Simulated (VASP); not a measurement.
# SiC: structure and properties in VASP, part 2 of 2

Aim: relax SiC, then compute properties on the relaxed cell. The start is a cell from a database of measured crystal structures.

VASP 6.6.1; PBE; plane waves and PAW (Si, C).

So far, gap on the k-mesh (eV): step 2 (full relaxation (PBE)) 1.78; step 6 (total and projected DOS (PBE)) 1.78.

## 8. Volume scan with PBE, volume scale 0.94

An equation of state needs energies on both sides of the minimum, all on one mesh and cutoff.

File INCAR:

```
SYSTEM = SiC
PREC = Accurate
ENCUT = 520
EDIFF = 1E-06
NELM = 100
ISMEAR = 0
SIGMA = 0.05
LREAL = .FALSE.
ALGO = Normal
GGA = PE
NBANDS = 48
LORBIT = 11
LWAVE = .FALSE.
LCHARG = .FALSE.
KPAR = 8
ISIF = 2
```

File POSCAR:

```
SiC
1.0
    3.0320035015      0.0000000000      0.0000000000
   -1.5160017508      2.6257920567      0.0000000000
    0.0000000000      0.0000000000     19.8292327129
Si C
8 8
Direct
    0.3333333333      0.6666666667      0.2501058413
    0.6666666667      0.3333333333      0.7501058413
    0.3333333333      0.6666666667      0.6250128476
    0.6666666667      0.3333333333      0.1250128476
    0.0000000000      0.0000000000      0.0000970167
    0.0000000000      0.0000000000      0.5000970167
    0.3333333333      0.6666666667      0.8751755169
    0.6666666667      0.3333333333      0.3751755169
    0.3333333333      0.6666666667      0.9688982207
    0.6666666667      0.3333333333      0.4688982207
    0.0000000000      0.0000000000      0.0938727303
    0.0000000000      0.0000000000      0.5938727303
    0.3333333333      0.6666666667      0.3441112040
    0.6666666667      0.3333333333      0.8441112040
    0.3333333333      0.6666666667      0.7187266224
    0.6666666667      0.3333333333      0.2187266224
```

File KPOINTS:

```
Automatic mesh
0
Gamma
8 8 2
0 0 0
```

The projector-augmented-wave data sets are Si and C (PBE family, release 64).

The run is started by

```bash
$ mpirun -np 8 vasp_std
```

Elapsed: 25 s, on 8 MPI ranks of AMD EPYC 9R14 (Zen 4), shared host; peak memory 2.8 GiB; 2.8 min of CPU time.

The scan keeps the cell's shape and the fractional positions fixed.

This step gave:

```yaml
scf_cycles: 14
free_energy_toten: -120.0442 eV
fermi_energy: 8.950 eV
pressure: 14.85 GPa
gap_on_the_k_mesh: 1.746 eV
least_direct_gap_on_the_k_mesh: 2.845 eV
```

The pressure here is 14.85 GPa.

## 9. Volume scan with PBE, volume scale 0.96

INCAR is that of step 8.

POSCAR: that of step 8 with these lines changed.

```diff
@@ -2,5 +2,5 @@
 1.0
-    3.0320035015      0.0000000000      0.0000000000
-   -1.5160017508      2.6257920567      0.0000000000
-    0.0000000000      0.0000000000     19.8292327129
+    3.0533563424      0.0000000000      0.0000000000
+   -1.5266781712      2.6442841593      0.0000000000
+    0.0000000000      0.0000000000     19.9688797978
 Si C
```

KPOINTS is that of step 8.

The run is started by

```bash
$ mpirun -np 8 vasp_std
```

Elapsed: 25 s, on 8 MPI ranks; peak memory 2.8 GiB.

Numbers from this step:

* free energy (TOTEN): -120.2986 eV
* Fermi energy: 8.666 eV
* pressure: 9.409 GPa
* gap on the k-mesh: 1.757 eV
* least direct gap on the k-mesh: 2.851 eV

The pressure falls from 14.85 to 9.41 GPa.

The run ends at a pressure of 9.41 GPa, with forces up to 0.011 eV/Å.

## 10. Volume scan with PBE, volume scale 0.98

INCAR is that of step 9.

POSCAR: that of step 9 with these lines changed.

```diff
@@ -2,5 +2,5 @@
 1.0
-    3.0533563424      0.0000000000      0.0000000000
-   -1.5266781712      2.6442841593      0.0000000000
-    0.0000000000      0.0000000000     19.9688797978
+    3.0744146378      0.0000000000      0.0000000000
+   -1.5372073189      2.6625211781      0.0000000000
+    0.0000000000      0.0000000000     20.1066005622
 Si C
```

KPOINTS is that of step 9.

The run is started by

```bash
$ mpirun -np 8 vasp_std
```

Elapsed: 25 s, on 8 MPI ranks; peak memory 2.8 GiB; 2.8 min of CPU time.

The pressure falls from 9.41 to 4.48 GPa.

The run ends at a pressure of 4.48 GPa, with forces up to 0.010 eV/Å.

## 11. Volume scan with PBE, volume scale 1

INCAR is that of step 10.

POSCAR: that of step 10 with these lines changed.

```diff
@@ -2,5 +2,5 @@
 1.0
-    3.0744146378      0.0000000000      0.0000000000
-   -1.5372073189      2.6625211781      0.0000000000
-    0.0000000000      0.0000000000     20.1066005622
+    3.0951883398      0.0000000000      0.0000000000
+   -1.5475941699      2.6805117318      0.0000000000
+    0.0000000000      0.0000000000     20.2424600926
 Si C
```

KPOINTS is that of step 10.

The run is started by

```bash
$ mpirun -np 8 vasp_std
```

The job ended after 26 s (8 MPI ranks; peak memory 2.8 GiB; 3 min of CPU time).

The pressure falls from 4.48 to 0.01 GPa.

The run ends at a pressure of 0.01 GPa, with forces up to 0.0097 eV/Å.

## 12. Volume scan with PBE, volume scale 1.02

INCAR is that of step 11.

POSCAR: that of step 11 with these lines changed.

```diff
@@ -2,5 +2,5 @@
 1.0
-    3.0951883398      0.0000000000      0.0000000000
-   -1.5475941699      2.6805117318      0.0000000000
-    0.0000000000      0.0000000000     20.2424600926
+    3.1156868732      0.0000000000      0.0000000000
+   -1.5578434366      2.6982639825      0.0000000000
+    0.0000000000      0.0000000000     20.3765200266
 Si C
```

KPOINTS is that of step 11.

The run is started by

```bash
$ mpirun -np 8 vasp_std
```

The job ended after 26 s (8 MPI ranks; peak memory 2.8 GiB).

The pressure falls from 0.01 to -4.04 GPa.

The run ends at a pressure of -4.04 GPa, with forces up to 0.0096 eV/Å.

## 13. Volume scan with PBE, volume scale 1.04

INCAR is that of step 12.

POSCAR: that of step 12 with these lines changed.

```diff
@@ -2,5 +2,5 @@
 1.0
-    3.1156868732      0.0000000000      0.0000000000
-   -1.5578434366      2.6982639825      0.0000000000
-    0.0000000000      0.0000000000     20.3765200266
+    3.1359191731      0.0000000000      0.0000000000
+   -1.5679595865      2.7157856681      0.0000000000
+    0.0000000000      0.0000000000     20.5088387993
 Si C
```

KPOINTS is that of step 12.

The run is started by

```bash
$ mpirun -np 8 vasp_std
```

Wall time 26 s (8 MPI ranks); peak memory 2.8 GiB.

The pressure falls from -4.04 to -7.71 GPa.

The run ends at a pressure of -7.71 GPa, with forces up to 0.013 eV/Å.

## 14. Volume scan with PBE, volume scale 1.06

A prediction first. A parabola through the 6 pressures of evenly scaled cells so far, P = 0.00 -213.3 t +430 t² GPa with t = ln(V/V₁) and V₁ the volume at scale 1, gives -10.97 GPa at t = +0.0583.

INCAR is that of step 13.

POSCAR: that of step 13 with these lines changed.

```diff
@@ -2,5 +2,5 @@
 1.0
-    3.1359191731      0.0000000000      0.0000000000
-   -1.5679595865      2.7157856681      0.0000000000
-    0.0000000000      0.0000000000     20.5088387993
+    3.1558937191      0.0000000000      0.0000000000
+   -1.5779468595      2.7330841324      0.0000000000
+    0.0000000000      0.0000000000     20.6394718678
 Si C
```

KPOINTS is that of step 13.

The run is started by

```bash
$ mpirun -np 8 vasp_std
```

Elapsed: 27 s, on 8 MPI ranks; peak memory 2.8 GiB.

The pressure falls from -7.71 to -11.04 GPa. The parabola predicted -10.97 GPa, +0.07 GPa off.

## 15. Side by side

Times are for 8 MPI ranks of AMD EPYC 9R14 (Zen 4), shared host. The runs compared:

| no. | volume scale | energy above the lowest point (meV/atom) | pressure (GPa) | gap on the k-mesh (eV) | time | memory (GiB) |
| --- | --- | --- | --- | --- | --- | --- |
| 1 | 0.94 | 27.96 | 14.85 | 1.746 | 25 s | 2.8 |
| 2 | 0.96 | 12.06 | 9.409 | 1.757 | 25 s | 2.8 |
| 3 | 0.98 | 2.95 | 4.476 | 1.766 | 25 s | 2.8 |
| 4 | 1 | 0 | 0.005872 | 1.775 | 26 s | 2.8 |
| 5 | 1.02 | 2.63 | -4.045 | 1.783 | 26 s | 2.8 |
| 6 | 1.04 | 10.31 | -7.715 | 1.790 | 26 s | 2.8 |
| 7 | 1.06 | 22.58 | -11.04 | 1.797 | 27 s | 2.8 |

## 16. Fit for PBE

This step: Birch-Murnaghan fit, PBE; plane waves and PAW (VASP 6.6.1).

Derived from the runs above.

This step gave:

| Quantity | Value |
| --- | --- |
| pressure derivative of the bulk modulus | 3.919 |
| r.m.s. error of the fit | 1.11e-6 eV/atom |
| minimum inside the sampled range | yes |
| bulk modulus | 212.4 GPa |
| equilibrium volume of the fit | 10.50 Å³/atom |

Energy above the fitted minimum against volume:

```
volume (Å³/atom)  energy above the fitted minimum (eV/atom)
           9.867                                     0.0280
          10.077                                     0.0121
          10.287                                    0.00295
          10.497                                    -5.4e-7
          10.707                                    0.00263
          10.916                                     0.0103
          11.126                                     0.0226
```

The fitted volume lies +0.03 % from the relaxed one.

## 17. Bands along the symmetry lines (PBE), changed input

This step: PBE; plane waves and PAW (Si, C) (VASP 6.6.1).

Levels along the symmetry lines show where the bands peak and cross; KPOINTS_OPT computes them in the converged potential. Some settings are moved from the usual, to see what they do.

File INCAR:

```
SYSTEM = SiC
PREC = Accurate
ENCUT = 520
EDIFF = 1E-06
NELM = 100
ISMEAR = 0
SIGMA = 0.05
LREAL = On
ALGO = Normal
GGA = PE
NBANDS = 68
LORBIT = 11
LWAVE = .FALSE.
LCHARG = .FALSE.
KPAR = 8
NELECT = 64.1
```

POSCAR: that of step 14 with these lines changed.

```diff
@@ -2,5 +2,5 @@
 1.0
-    3.1558937191      0.0000000000      0.0000000000
-   -1.5779468595      2.7330841324      0.0000000000
-    0.0000000000      0.0000000000     20.6394718678
+    3.0951883398      0.0000000000      0.0000000000
+   -1.5475941699      2.6805117318      0.0000000000
+    0.0000000000      0.0000000000     20.2424600926
 Si C
```

KPOINTS is that of step 14.

File KPOINTS_OPT:

```
Line mode
12
Line-mode
Reciprocal
  0.00000000   0.00000000   0.00000000 GAMMA
  0.50000000   0.00000000   0.00000000 M

  0.50000000   0.00000000   0.00000000 M
  0.33333333   0.33333333   0.00000000 K

  0.33333333   0.33333333   0.00000000 K
  0.00000000   0.00000000   0.00000000 GAMMA

  0.00000000   0.00000000   0.00000000 GAMMA
  0.00000000   0.00000000   0.50000000 A

  0.00000000   0.00000000   0.50000000 A
  0.50000000   0.00000000   0.50000000 L

  0.50000000   0.00000000   0.50000000 L
  0.33333333   0.33333333   0.50000000 H

  0.33333333   0.33333333   0.50000000 H
  0.00000000   0.00000000   0.50000000 A

  0.50000000   0.00000000   0.50000000 L
  0.50000000   0.00000000   0.00000000 M

  0.33333333   0.33333333   0.00000000 K
  0.33333333   0.33333333   0.50000000 H
```

The run is started by

```bash
$ mpirun -np 8 vasp_std
```

Elapsed: 2.5 min, on 8 MPI ranks; peak memory 3.9 GiB; 18 min of CPU time.

The run converged; its settings lie outside those of the reference runs, so its numbers are set aside.

Settings moved from the usual: LREAL = On and NELECT = 64.1.

NELECT differs from the neutral count, so the cell is charged against a uniform background: another system, not a numerical setting.

## 18. Outcome

* relaxed volume: 10.50 Å³/atom
* relaxed conventional cell a, b, c: 3.095, 3.095, 20.242 Å; angles 90.0, 90.0, 120.0°
* space group after relaxing, within 0.02 Å: P6_3mc (No. 186)
* band gap: 1.78 eV, indirect (least direct gap of that run 2.86 eV)
* gap among the points of the DOS mesh alone, an upper bound: 1.78 eV
* largest field gradient Vzz: 2.11 V/Å² on C13
* bulk modulus from the fit: 212 GPa
* volume from the fit: 10.5 Å³/atom

What this shows: With PBE, SiC relaxes to 10.50 Å³/atom in space group P6_3mc (held by the symmetry of the run), has an indirect gap of 1.78 eV and has a bulk modulus of 212 GPa. Against the listed cell the volume lies +1.5 % (a +0.5 %, c +0.5 %). Band structure (PBE): The path shows an indirect gap of 1.77 eV (valence top at Γ, conduction bottom at M). The least direct gap is 2.86 eV. Semilocal functionals usually underestimate gaps. No search among competing phases was made, and a listed structure need not be the one stable at ambient conditions. All values are for a static lattice at zero temperature.

[Lines on the potential files, build, host, timing and source positions are cut from VASP's logs without a mark.]

[Logs are printed without paths, hosts, clocks, repeated set-up lines and the standing remarks that a program may print on its own settings, such as how far it seeks lower states.]

[Hosts, paths, dates, database ids (printed as entryN), source tags and the programs' standing remarks are cut or masked in the printed files.]

[A measured line is paired with the nearest computed mode of its activity, which favours agreement.]
